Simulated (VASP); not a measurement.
Here is a VASP 6.6.1 calculation.

Contents of INCAR:

```
ALGO = Fast ; EDIFF = 1E-6
ENCUT = 520 ; GGA = CA
ISIF = 2 ; ISMEAR = 0
LASPH = True ; LCHARG = False
LREAL = Auto ; LWAVE = False
NBANDS = 50 ; NELM = 100
PREC = Accurate ; SIGMA = 0.15
```

The input KPOINTS:

```
k-points
0
Gamma
  4 4 1
```

The input POSCAR:

```
Be27Cl
1.0
    6.8700000000      0.0000000000      0.0000000000
    3.4350000000      5.9495950000      0.0000000000
    0.0000000000      0.0000000000     14.5884300000
Be Cl
27 1
Direct
    0.0000000000      0.0000000000      0.0685474722
    0.3333333333      0.0000000000      0.0685474722
    0.6666666667      0.0000000000      0.0685474722
    0.0000000280      0.3333332773      0.0685474722
    0.3333333613      0.3333332773      0.0685474722
    0.6666666947      0.3333332773      0.0685474722
   -0.0000000280      0.6666667227      0.0685474722
    0.3333333053      0.6666667227      0.0685474722
    0.6666666387      0.6666667227      0.0685474722
   -0.1144128238      0.2191537407      0.1872784117
    0.2234355368      0.2213609498      0.1877795623
    0.5551740256      0.2218924145      0.1907855060
   -0.1180075625      0.5624186184      0.1929858114
    0.2196048869      0.5553401534      0.1906850840
    0.5581049971      0.5563891324      0.1865954047
   -0.1093254549      0.8890768195      0.1897799832
    0.2191428200      0.8872264415      0.1872304285
    0.5597303982      0.8821229008      0.1929929403
    0.0096851581      0.0100954771      0.3063529797
    0.3272841025      0.0025971516      0.3082269305
    0.6515168998      0.0112654727      0.3140883563
    0.0023521925      0.3277392831      0.3080333525
    0.3322748370      0.3326011266      0.3101483162
    0.6655893307      0.3388536531      0.3083544288
    0.0113722941      0.6516356155      0.3144506297
    0.3387288380      0.6655915235      0.3080763317
    0.6610685277      0.6610757539      0.3114798508
    0.8229775699      0.8237680044      0.4260897849
```

Potentials or basis: VASP PAW LDA potentials, release 64 (Be, Cl).

Launch:

```console
$ cat potpaw_LDA.64/Be/POTCAR potpaw_LDA.64/Cl/POTCAR > POTCAR
$ mpirun -np 1 vasp_std > vasp.out
```

(1) What does it give for the band gap on the k mesh?

(2) Predict the largest force.

## Answers

(1) none (metal or under the smearing width).

(2) 0.290 eV/Å.

Caveat: an odd number of electrons without spin polarisation forces a metal; a magnetic or distorted state may lie lower.
